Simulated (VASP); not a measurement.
# Osmium: cell size against the level of theory

How close do the usual functionals, with and without dispersion, come to the cell of Osmium? The levels: LDA, PBEsol, PBE, r2SCAN, PBE + D3(BJ), r2SCAN + rVV10, PBEsol + D3(BJ) and optB86b-vdW. LASPH is on for some levels and off for others; the table marks which. The start is a cell from a database of measured crystal structures.

Method: LDA; plane waves and PAW (Os), in the first sound run; inputs show where later runs differ, in VASP 6.6.1.

### Step 1. The structure

Before any relaxation, the start is as follows. Symmetry: P6_3/mmc, No. 194, hexagonal system. The conventional cell has a = 2.734 Å, b = 2.734 Å, c = 4.320 Å, α = 90.00°, β = 90.00°, γ = 120.00°. Nearest to Os lie 12 Os at 2.68 to 2.73 Å.

### Step 2. Relaxation with LDA

Properties are meant for the cell that this level of theory prefers, so cell and atoms are relaxed first (ISIF = 3) until forces and stress are small; EDIFFG sets the threshold. LDA, the lowest rung, knows the local density alone.

File INCAR:

```
SYSTEM = Os
PREC = Accurate
ENCUT = 520
EDIFF = 1E-06
NELM = 100
ISMEAR = -1
SIGMA = 0.05
LREAL = .FALSE.
ALGO = Normal
GGA = CA
NBANDS = 14
LORBIT = 11
LWAVE = .FALSE.
LCHARG = .FALSE.
KPAR = 2
IBRION = 2
NSW = 60
ISIF = 3
EDIFFG = -0.01
```

File POSCAR:

```
Os
1.0
    2.7341000000      0.0000000000      0.0000000000
   -1.3670500000      2.3678000565      0.0000000000
    0.0000000000      0.0000000000      4.3197000000
Os
2
Direct
    0.3333333333      0.6666666667      0.2500000000
    0.6666666667      0.3333333333      0.7500000000
```

File KPOINTS:

```
Automatic mesh
0
Gamma
9 9 5
0 0 0
```

Potentials, in the order of the species: Os (PBE family, release 64).

The run is started by

```bash
$ mpirun -np 2 vasp_std
```

Output:

```text
[banner, memory and clock lines left out]
running    2 mpi-ranks, on    1 nodes
 distrk:  each k-point on    1 cores,    2 groups
 distr:  one band on    1 cores,    1 groups

 POSCAR found type information on POSCAR Os
 POSCAR found :  1 types and       2 ions
|                                                                             |
|               ----> ADVICE to this user running VASP <----                  |
|                                                                             |
|     You enforced a specific xc type in the INCAR file but a different       |
|     [... a line on the potential file left out ...]
|     I HOPE YOU KNOW WHAT YOU ARE DOING!                                     |
|                                                                             |

 LDA part: xc-table for (Slater(with rela. corr.)+CA(PZ))
 , standard interpolation
 POSCAR, INCAR and KPOINTS ok, starting setup
 FFT: planning ... GRIDC
 FFT: planning ... GRID_SOFT
 FFT: planning ... GRID
 WAVECAR not read
 entering main loop
       N       E                     dE             d eps       ncg     rms          rms(c)
DAV:   1     0.102021697720E+03    0.10202E+03   -0.75250E+03  1008   0.110E+03
DAV:   2    -0.213183516724E+02   -0.12334E+03   -0.10913E+03  1044   0.349E+02
DAV:   3    -0.270818339507E+02   -0.57635E+01   -0.54712E+01  1272   0.653E+01
DAV:   4    -0.271475572223E+02   -0.65723E-01   -0.65566E-01  1134   0.715E+00
DAV:   5    -0.271479749313E+02   -0.41771E-03   -0.41759E-03  1248   0.500E-01    0.261E+01
DAV:   6    -0.258411807069E+02    0.13068E+01   -0.12660E+00  1248   0.100E+01    0.112E+01
DAV:   7    -0.254901884230E+02    0.35099E+00   -0.74194E-01  1292   0.755E+00    0.641E-01
DAV:   8    -0.254838353184E+02    0.63531E-02   -0.66639E-03  1008   0.626E-01    0.455E-01
DAV:   9    -0.254795815638E+02    0.42538E-02   -0.25236E-03  1158   0.512E-01    0.584E-02
DAV:  10    -0.254795853137E+02   -0.37500E-05   -0.89067E-05  1326   0.858E-02    0.146E-02
DAV:  11    -0.254795727866E+02    0.12527E-04   -0.38607E-06  1134   0.199E-02    0.203E-03
DAV:  12    -0.254795725651E+02    0.22159E-06   -0.13929E-07   690   0.376E-03
   1 F= -.25479573E+02 E0= -.25474767E+02  d E =-.254796E+02
 curvature:   0.00 expect dE= 0.000E+00 dE for cont linesearch  0.000E+00
 trial: gam= 0.00000 g(F)=  0.126E-49 g(S)=  0.558E-01 ort = 0.000E+00 (trialstep = 0.100E+01)
 search vector abs. value=  0.558E-01
 bond charge predicted
       N       E                     dE             d eps       ncg     rms          rms(c)
DAV:   1    -0.255915033060E+02   -0.11193E+00   -0.58169E+00  1050   0.187E+01    0.768E+00
DAV:   2    -0.254040831406E+02    0.18742E+00   -0.18902E-01  1176   0.477E+00    0.280E+00
DAV:   3    -0.253678951954E+02    0.36188E-01   -0.86548E-02  1270   0.293E+00    0.247E-01
DAV:   4    -0.253689478357E+02   -0.10526E-02   -0.13695E-03  1080   0.244E-01    0.963E-02
DAV:   5    -0.253696061618E+02   -0.65833E-03   -0.46108E-04  1200   0.156E-01    0.315E-02
DAV:   6    -0.253696523352E+02   -0.46173E-04   -0.38233E-05  1218   0.483E-02    0.954E-03
DAV:   7    -0.253696536756E+02   -0.13404E-05   -0.16925E-06   880   0.175E-02    0.359E-03
DAV:   8    -0.253696536704E+02    0.51491E-08   -0.25251E-07   558   0.791E-03
   2 F= -.25369654E+02 E0= -.25365290E+02  d E =0.109919E+00
[...]
3 F= -.25484603E+02 E0= -.25479869E+02  d E =-.503039E-02
[...]
4 F= -.25484606E+02 E0= -.25479874E+02  d E =-.503379E-02
[...]
5 F= -.25484605E+02 E0= -.25479874E+02  d E =-.503194E-02
[...]
6 F= -.25484563E+02 E0= -.25479899E+02  d E =0.417776E-04
 trial-energy change:    0.000042  1 .order    0.000042   -0.000174    0.000258
 step:   0.3371(harm=  0.3371)  dis= 0.00000  next Energy=   -25.484640 (dE=-0.351E-04)
 bond charge predicted
       N       E                     dE             d eps       ncg     rms          rms(c)
DAV:   1    -0.254847243872E+02   -0.16197E-03   -0.64384E-03  1038   0.613E-01    0.431E-02
DAV:   2    -0.254846602774E+02    0.64110E-04   -0.72600E-05  1194   0.103E-01    0.229E-02
DAV:   3    -0.254846396113E+02    0.20666E-04   -0.29377E-05  1188   0.447E-02    0.433E-03
DAV:   4    -0.254846397248E+02   -0.11358E-06   -0.22967E-06  1012   0.162E-02
   7 F= -.25484640E+02 E0= -.25479938E+02  d E =-.352223E-04
 curvature:  -0.17 expect dE=-0.372E-05 dE for cont linesearch -0.303E-09
 trial: gam=-0.00918 g(F)=  0.141E-48 g(S)=  0.216E-04 ort =-0.611E-06 (trialstep = 0.737E+00)
 search vector abs. value=  0.216E-04
 reached required accuracy - stopping structural energy minimisation
```

Run time: 9 s. Hardware: 2 MPI ranks of AMD EPYC 9R45, shared host; peak memory 0.22 GiB.

The logs omit lines about the potential files and the build; timing stands in the text.

Parts of OUTCAR (step 2):

```text
ion  position               nearest neighbor table
   1  0.333  0.667  0.250-   2 2.68   2 2.68   2 2.68   2 2.68   2 2.68   2 2.68
   2  0.667  0.333  0.750-   1 2.68   1 2.68   1 2.68   1 2.68   1 2.68   1 2.68

  LATTYP: Found a hexagonal cell.
 ALAT       =     2.7341000000
 C/A-ratio  =     1.5799348963

 Subroutine GETGRP returns: Found 24 space group operations
 (whereof 12 operations were pure point group operations)

The static configuration has the point symmetry D_3d.
 The point group associated with its full space group is D_6h.

 Found     36 irreducible k-points:

   k-points           NKPTS =     36   k-points in BZ     NKDIM =     36   number of bands    NBANDS=     14

   dimension x,y,z NGX =    20 NGY =   20 NGZ =   32
   dimension x,y,z NGXF=    40 NGYF=   40 NGZF=   64

   ENCUT  =  520.0 eV  38.22 Ry    6.18 a.u.   5.08  5.08  8.03*2*pi/ulx,y,z

   NELECT =      16.0000    total number of electrons

 k-points in reciprocal lattice and weights: Automatic mesh
   0.00000000  0.00000000  0.00000000       0.002
   0.11111111  0.00000000  0.00000000       0.015
   0.22222222  0.00000000  0.00000000       0.015
   0.33333333  0.00000000  0.00000000       0.015
   0.44444444  0.00000000  0.00000000       0.015
   0.11111111  0.11111111  0.00000000       0.015
   0.22222222  0.11111111  0.00000000       0.030
   0.33333333  0.11111111  0.00000000       0.030
   0.44444444  0.11111111  0.00000000       0.015
[...]
0.33333333  0.22222222  0.40000000       0.059
   0.33333333  0.33333333  0.40000000       0.010

 average (electrostatic) potential at core
       1 -42.8708       2 -42.8708

 E-fermi :   9.5998

 k-point     1 :       0.0000    0.0000    0.0000
  band No.  band energies     occupation
    ...
      6       7.1144      2.00000
      7       7.1144      2.00000
      8       7.8159      2.00000
      9       7.8159      2.00000
     10       9.4751      1.84733
     11      11.1378      0.00000
     12      11.1378      0.00000
     13      18.6069      0.00000
     14      23.5063      0.00000

 k-point     2 :       0.1111    0.0000    0.0000
  band No.  band energies     occupation
    ...
      6       7.0436      2.00000
      7       7.1679      2.00000
      8       7.4758      2.00000
      9       7.5339      2.00000
     10       8.1841      2.00000
     11      11.3692      0.00000
     12      13.3329      0.00000
     13      18.5534      0.00000
     14      24.5095      0.00000

 k-point     3 :       0.2222    0.0000    0.0000
  band No.  band energies     occupation
    ...
      6       6.7874      2.00000
      7       7.5478      2.00000
      8       7.9756      2.00000
      9       8.2481      2.00000
     10       8.7077      2.00000
     11      11.7734      0.00000
     12      16.3446      0.00000
     13      18.2438      0.00000
     14      24.6486      0.00000

  Total        0.0172224      0.0172224      0.0173478     -0.0000000      0.0000000     -0.0000000
  in kB        0.9982450      0.9982450      1.0055139     -0.0000000      0.0000000     -0.0000000
  external PRESSURE =       1.0006679 kB  Pullay stress =       0.0000000 kB

  energy-cutoff  :      520.00
  volume of cell :       27.64
      direct lattice vectors                 reciprocal lattice vectors
     2.722277414 -0.000000000 -0.000000000     0.367339491  0.212083554 -0.000000000
    -1.361138707  2.357561397  0.000000000     0.000000000  0.424167108 -0.000000000
    -0.000000000  0.000000000  4.306975193    -0.000000000 -0.000000000  0.232181509

 POSITION                                       TOTAL-FORCE (eV/Angst)
 -----------------------------------------------------------------------------------
     -0.00000      1.57171      1.07674        -0.000000      0.000000      0.000000
      1.36114      0.78585      3.23023         0.000000     -0.000000      0.000000
 -----------------------------------------------------------------------------------
    total drift:                               -0.000000      0.000000     -0.000000

  FREE ENERGIE OF THE ION-ELECTRON SYSTEM (eV)
  ---------------------------------------------------
  free  energy   TOTEN  =       -25.4846397248 eV

  energy  without entropy=      -25.4752368511  energy(sigma->0) =      -25.47993829

 reached required accuracy - stopping structural energy minimisation

 total charge
# of ion       s       p       d       tot
------------------------------------------
    1        0.666   0.793   6.100   7.559
    2        0.666   0.793   6.100   7.559
--------------------------------------------------
tot          1.332   1.586  12.199  15.118

[... 3 further parts left out ...]
```

The k-mesh is coarse for a metal. The PAW data sets were made with PBE, though LDA sets exist; this is a small mismatch. The run keeps the 24 symmetry operations of its start, so it cannot find a distortion of lower symmetry.

The steps of the relaxation:

```tsv
step	energy less that of the first step (eV)	largest force (eV/Å)	pressure (GPa)	volume (Å³)
1	0.0000	0.0000	-5.02	27.96
2	0.1099	0.0000	27.32	26.23
3	-0.0050	0.0000	-0.12	27.66
4	-0.0050	0.0000	0.00	27.65
5	-0.0050	0.0000	0.11	27.64
6	-0.0050	0.0000	0.09	27.64
7	-0.0051	0.0000	0.10	27.64
```

```tsv
conventional cell, symmetrised	before	after	change
a (Å)	2.734	2.722	-0.4 %
b (Å)	2.734	2.722	-0.4 %
c (Å)	4.320	4.307	-0.3 %
volume (Å³/atom)	13.98	13.82	-1.2 %
```

Final coordinates:

```xyz
2
Lattice="2.7223 0.0000 0.0000 -1.3611 2.3576 0.0000 0.0000 0.0000 4.3070" Properties=species:S:1:pos:R:3 pbc="T T T"
Os    0.0000    1.5717    1.0767
Os    1.3611    0.7859    3.2302
```

Numbers from this step:

```
electrons                       : 16
bands                           : 14
irreducible k-points            : 36
symmetry operations             : 24
free energy (TOTEN)             : -25.48 eV
energy at zero smearing         : -25.48 eV
Fermi energy                    : 9.600 eV
pressure                        : 0.1001 GPa
metallic                        : yes
SCF cycles over all ionic steps : 41
```

It ends with forces that vanish by symmetry and a pressure of 0.10 GPa. The volume lies -1.2 % from that of the database's start, which holds the thermal and zero-point expansion of its experiment. The conventional cell has a = 2.722 and c = 4.307 Å.

### Step 3. Relaxation with PBEsol

This step: PBEsol; plane waves and PAW (Os) (VASP 6.6.1).

PBEsol restores the gradient expansion of exchange and is tuned for the cells of solids.

INCAR, as its differences from that of step 2:

```diff
@@ -9,3 +9,3 @@
 ALGO = Normal
-GGA = CA
+GGA = PS
 NBANDS = 14
```

POSCAR is that of step 2.

KPOINTS is that of step 2.

The run is started by

```bash
$ mpirun -np 2 vasp_std
```

Output:

```text
[banner, memory and clock lines left out]
running    2 mpi-ranks, on    1 nodes
 distrk:  each k-point on    1 cores,    2 groups
 distr:  one band on    1 cores,    1 groups

 POSCAR found type information on POSCAR Os
 POSCAR found :  1 types and       2 ions
 [... a notice as in an earlier step ...]

 LDA part: xc-table for (Slater+PW92), standard interpolation
 POSCAR, INCAR and KPOINTS ok, starting setup
 FFT: planning ... GRIDC
 FFT: planning ... GRID_SOFT
 FFT: planning ... GRID
 WAVECAR not read
 entering main loop
       N       E                     dE             d eps       ncg     rms          rms(c)
DAV:   1     0.102559493486E+03    0.10256E+03   -0.75259E+03  1008   0.110E+03
DAV:   2    -0.203035241848E+02   -0.12286E+03   -0.10871E+03  1044   0.348E+02
DAV:   3    -0.260142677085E+02   -0.57107E+01   -0.54214E+01  1266   0.650E+01
DAV:   4    -0.260789594330E+02   -0.64692E-01   -0.64535E-01  1146   0.708E+00
DAV:   5    -0.260793652454E+02   -0.40581E-03   -0.40572E-03  1236   0.494E-01    0.242E+01
DAV:   6    -0.248727780256E+02    0.12066E+01   -0.11317E+00  1248   0.922E+00    0.108E+01
DAV:   7    -0.245229785687E+02    0.34980E+00   -0.74745E-01  1272   0.742E+00    0.531E-01
DAV:   8    -0.245174965492E+02    0.54820E-02   -0.66350E-03  1014   0.635E-01    0.406E-01
DAV:   9    -0.245136304017E+02    0.38661E-02   -0.23400E-03  1152   0.518E-01    0.597E-02
DAV:  10    -0.245136395974E+02   -0.91956E-05   -0.11985E-04  1320   0.103E-01    0.122E-02
DAV:  11    -0.245136163418E+02    0.23256E-04   -0.55306E-06  1134   0.243E-02    0.217E-03
DAV:  12    -0.245136156994E+02    0.64234E-06   -0.14973E-07   654   0.380E-03
   1 F= -.24513616E+02 E0= -.24508698E+02  d E =-.245136E+02
 curvature:   0.00 expect dE= 0.000E+00 dE for cont linesearch  0.000E+00
 trial: gam= 0.00000 g(F)=  0.724E-48 g(S)=  0.157E-01 ort = 0.000E+00 (trialstep = 0.100E+01)
 search vector abs. value=  0.157E-01
 bond charge predicted
       N       E                     dE             d eps       ncg     rms          rms(c)
DAV:   1    -0.245486223544E+02   -0.35006E-01   -0.16333E+00  1038   0.984E+00    0.368E+00
DAV:   2    -0.244943308003E+02    0.54292E-01   -0.54822E-02  1122   0.253E+00    0.139E+00
DAV:   3    -0.244846763745E+02    0.96544E-02   -0.24607E-02  1282   0.153E+00    0.115E-01
DAV:   4    -0.244850089261E+02   -0.33255E-03   -0.44895E-04  1074   0.140E-01    0.507E-02
DAV:   5    -0.244852011133E+02   -0.19219E-03   -0.12606E-04  1212   0.807E-02    0.160E-02
DAV:   6    -0.244852071895E+02   -0.60762E-05   -0.89961E-06  1200   0.242E-02    0.583E-03
DAV:   7    -0.244852068646E+02    0.32493E-06   -0.24109E-07   660   0.760E-03
   2 F= -.24485207E+02 E0= -.24480484E+02  d E =0.284088E-01
[...]
3 F= -.24515074E+02 E0= -.24510194E+02  d E =-.145861E-02
[...]
4 F= -.24515074E+02 E0= -.24510195E+02  d E =-.145879E-02
[...]
5 F= -.24515073E+02 E0= -.24510195E+02  d E =-.145779E-02
[...]
6 F= -.24515043E+02 E0= -.24510194E+02  d E =0.303109E-04
 trial-energy change:    0.000030  1 .order    0.000029   -0.000114    0.000172
 step:   0.3330(harm=  0.3330)  dis= 0.00000  next Energy=   -24.515096 (dE=-0.226E-04)
 bond charge predicted
       N       E                     dE             d eps       ncg     rms          rms(c)
DAV:   1    -0.245151512594E+02   -0.10828E-03   -0.42701E-03  1038   0.500E-01    0.355E-02
DAV:   2    -0.245151091646E+02    0.42095E-04   -0.47061E-05  1194   0.832E-02    0.185E-02
DAV:   3    -0.245150955970E+02    0.13568E-04   -0.19411E-05  1182   0.365E-02    0.332E-03
DAV:   4    -0.245150956788E+02   -0.81816E-07   -0.14561E-06   746   0.130E-02
   7 F= -.24515096E+02 E0= -.24510229E+02  d E =-.221891E-04
 curvature:  -0.17 expect dE=-0.283E-05 dE for cont linesearch -0.239E-08
 trial: gam= 0.03850 g(F)=  0.103E-48 g(S)=  0.166E-04 ort =-0.140E-05 (trialstep = 0.737E+00)
 search vector abs. value=  0.167E-04
 reached required accuracy - stopping structural energy minimisation
```

Run time: 9 s. Hardware: 2 MPI ranks; peak memory 0.22 GiB; 17 s of CPU time.

Parts of OUTCAR (step 3):

```text
 Found     36 irreducible k-points:

   NELECT =      16.0000    total number of electrons

 E-fermi :   9.5966

 k-point     1 :       0.0000    0.0000    0.0000
  band No.  band energies     occupation
    ...
      6       7.1566      2.00000
      7       7.1566      2.00000
      8       7.8491      2.00000
      9       7.8491      2.00000
     10       9.3947      1.96533
     11      11.1277      0.00000
     12      11.1277      0.00000
     13      18.5196      0.00000
     14      23.4437      0.00000

 k-point     2 :       0.1111    0.0000    0.0000
  band No.  band energies     occupation
    ...
      6       7.0679      2.00000
      7       7.2119      2.00000
      8       7.5131      2.00000
      9       7.5703      2.00000
     10       8.1675      2.00000
     11      11.3554      0.00000
     12      13.2695      0.00000
     13      18.4650      0.00000
     14      24.4335      0.00000

  Total        0.0157111      0.0157111      0.0139275     -0.0000000     -0.0000000      0.0000000
  in kB        0.9058206      0.9058206      0.8029875     -0.0000000     -0.0000000      0.0000000
  external PRESSURE =       0.8715429 kB  Pullay stress =       0.0000000 kB

  energy-cutoff  :      520.00
  volume of cell :       27.79
      direct lattice vectors                 reciprocal lattice vectors
     2.727177438 -0.000000000  0.000000000     0.366679478  0.211702495 -0.000000000
    -1.363588719  2.361804942 -0.000000000     0.000000000  0.423404991 -0.000000000
     0.000000000 -0.000000000  4.314362022    -0.000000000  0.000000000  0.231783980

 POSITION                                       TOTAL-FORCE (eV/Angst)
 -----------------------------------------------------------------------------------
     -0.00000      1.57454      1.07859        -0.000000     -0.000000      0.000000
      1.36359      0.78727      3.23577         0.000000      0.000000      0.000000
 -----------------------------------------------------------------------------------
    total drift:                               -0.000000      0.000000     -0.000000

  FREE ENERGIE OF THE ION-ELECTRON SYSTEM (eV)
  ---------------------------------------------------
  free  energy   TOTEN  =       -24.5150956788 eV

  energy  without entropy=      -24.5053626440  energy(sigma->0) =      -24.51022916

 total charge
# of ion       s       p       d       tot
------------------------------------------
    1        0.665   0.798   6.044   7.506
    2        0.665   0.798   6.044   7.506
--------------------------------------------------
tot          1.329   1.596  12.087  15.012

[... 9 parts as in an earlier step ...]

[... 5 further parts left out ...]
```

CONTCAR:

```
Os
   1.00000000000000
     2.7271774377232640   -0.0000000000000000    0.0000000000000000
    -1.3635887188616320    2.3618049417089679   -0.0000000000000000
     0.0000000000000000   -0.0000000000000000    4.3143620215364304
  Os
     2
Direct
     0.3333333332999970    0.6666666667000030    0.2500000000000000
     0.6666666667000030    0.3333333332999970    0.7500000000000000
```

The PAW data sets were made with PBE, which is usual practice but a small mismatch for other functionals.

Step by step:

```tsv
step	energy less that of the first step (eV)	largest force (eV/Å)	pressure (GPa)	volume (Å³)
1	0.0000	0.0000	-2.65	27.96
2	0.0284	0.0000	13.06	27.04
3	-0.0015	0.0000	0.00	27.80
4	-0.0015	0.0000	0.02	27.79
5	-0.0015	0.0000	0.07	27.79
6	-0.0014	0.0000	0.05	27.79
7	-0.0015	0.0000	0.09	27.79
```

```tsv
conventional cell, symmetrised	before	after	change
a (Å)	2.734	2.727	-0.3 %
b (Å)	2.734	2.727	-0.3 %
c (Å)	4.320	4.314	-0.1 %
volume (Å³/atom)	13.98	13.89	-0.6 %
```

Final coordinates:

```xyz
2
Lattice="2.7272 0.0000 0.0000 -1.3636 2.3618 0.0000 0.0000 0.0000 4.3144" Properties=species:S:1:pos:R:3 pbc="T T T"
Os    0.0000    1.5745    1.0786
Os    1.3636    0.7873    3.2358
```

Numbers from this step:

```yaml
free_energy_toten: -24.52 eV
energy_at_zero_smearing: -24.51 eV
fermi_energy: 9.597 eV
pressure: 0.08715 GPa
scf_cycles_over_all_ionic_steps: 38
```

It ends at 13.89 Å³/atom, -0.6 % from the start, with 0.09 GPa left. The conventional cell has a = 2.727 and c = 4.314 Å.

(Part 1 of 3 ends here.)

[Lines on the potential files, build, host, timing and source positions are cut from VASP's logs without a mark.]

[Logs are printed without paths, hosts, clocks, repeated set-up lines and the standing remarks that a program may print on its own settings, such as how far it seeks lower states.]

[Hosts, paths, dates, database ids (printed as entryN), source tags and the programs' standing remarks are cut or masked in the printed files.]

[A measured line is paired with the nearest computed mode of its activity, which favours agreement.]
